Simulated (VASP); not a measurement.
These are PBEsol GGA, VASP's PBE PAW potentials (set 64) (plane waves; VASP 6.6.1) values and carry that method's errors.

The input files of a VASP run:

File POSCAR:
```
AuZn
6.3478870
  0.4926108357   0.0000000000   0.0000000000
  0.0000000000   0.4926108357   0.0000000000
  0.0000000000   0.0000000000   0.4999999983
Zn Au
1 1
direct
  0.5000000000   0.5000000000   0.5000000000
  0.0000000000   0.0000000000   0.0000000000
```

File KPOINTS:
```
Automatic mesh
0
Gamma
12 12 12
0 0 0
```

INCAR:
```
SYSTEM=AuZn
PREC=Accurate; ENCUT=480; LREAL=F
LASPH=T
EDIFF=1E-7; NELM=100; ALGO=Normal
LMAXMIX=6
ISMEAR=1; SIGMA=0.1
GGA=PS
ISIF=2
LWAVE=F; LCHARG=F
```

POTCAR, in this order: Zn Au (PBE.64 set). Program: vasp_std.

Output

File OSZICAR:
```
       N       E                     dE             d eps       ncg     rms          rms(c)
DAV:   1     0.119506406367E+03    0.11951E+03   -0.11221E+04  6038   0.188E+03
DAV:   2    -0.262831631361E+01   -0.12213E+03   -0.11831E+03  6104   0.330E+02
DAV:   3    -0.650045847007E+01   -0.38721E+01   -0.38523E+01  7189   0.684E+01
DAV:   4    -0.652313269466E+01   -0.22674E-01   -0.22672E-01  6888   0.455E+00
DAV:   5    -0.652338527631E+01   -0.25258E-03   -0.25258E-03  7224   0.492E-01    0.889E+00
DAV:   6    -0.599216285349E+01    0.53122E+00   -0.18720E+00  6097   0.172E+01    0.547E+00
DAV:   7    -0.596336343751E+01    0.28799E-01   -0.41174E-02  8180   0.389E+00    0.292E+00
DAV:   8    -0.595325413226E+01    0.10109E-01   -0.83446E-03  7622   0.116E+00    0.118E-01
DAV:   9    -0.595328192822E+01   -0.27796E-04   -0.38125E-04  6661   0.246E-01    0.611E-02
DAV:  10    -0.595328819400E+01   -0.62658E-05   -0.24530E-05  7566   0.766E-02    0.154E-02
DAV:  11    -0.595328817545E+01    0.18549E-07   -0.47666E-06  6846   0.412E-02    0.295E-03
DAV:  12    -0.595328813517E+01    0.40279E-07   -0.60901E-08  3962   0.717E-03
   1 F= -.59532881E+01 E0= -.59533508E+01  d E =0.188134E-03
```

**OUTCAR**
```
------------------------ aborting loop because EDIFF is reached ----------------------------------------
  FORCE on cell =-STRESS in cart. coord.  units (eV):
  Direction    XX          YY          ZZ          XY          YZ          ZX
  --------------------------------------------------------------------------------------
  Total       -0.3111584     -0.3111584     -0.3710002      0.0000000      0.0000000      0.0000000
  in kB      -16.0630003    -16.0630003    -19.1522265      0.0000000      0.0000000      0.0000000
  external PRESSURE =     -17.0927424 kB  Pullay stress =       0.0000000 kB
  volume of cell :       31.04
      direct lattice vectors                 reciprocal lattice vectors
     3.127037920  0.000000000  0.000000000     0.319791453  0.000000000  0.000000000
     0.000000000  3.127037920  0.000000000     0.000000000  0.319791453  0.000000000
     0.000000000  0.000000000  3.173943489     0.000000000  0.000000000  0.315065471
 POSITION                                       TOTAL-FORCE (eV/Angst)
 -----------------------------------------------------------------------------------
      1.56352      1.56352      1.58697         0.000000      0.000000      0.000000
      0.00000      0.00000      0.00000         0.000000      0.000000      0.000000
 -----------------------------------------------------------------------------------
    total drift:                                0.000000      0.000000     -0.000000
  FREE ENERGIE OF THE ION-ELECTRON SYSTEM (eV)
  ---------------------------------------------------
  free  energy   TOTEN  =        -5.9532881352 eV

  energy  without entropy=       -5.9534762691  energy(sigma->0) =       -5.95335085
```
(Selected blocks of OUTCAR.)

The compound is AuZn in the CsCl type structure. This cell was strained or had an atom moved on purpose. The electron count is odd and the run is not spin-polarised, which forces a metal.
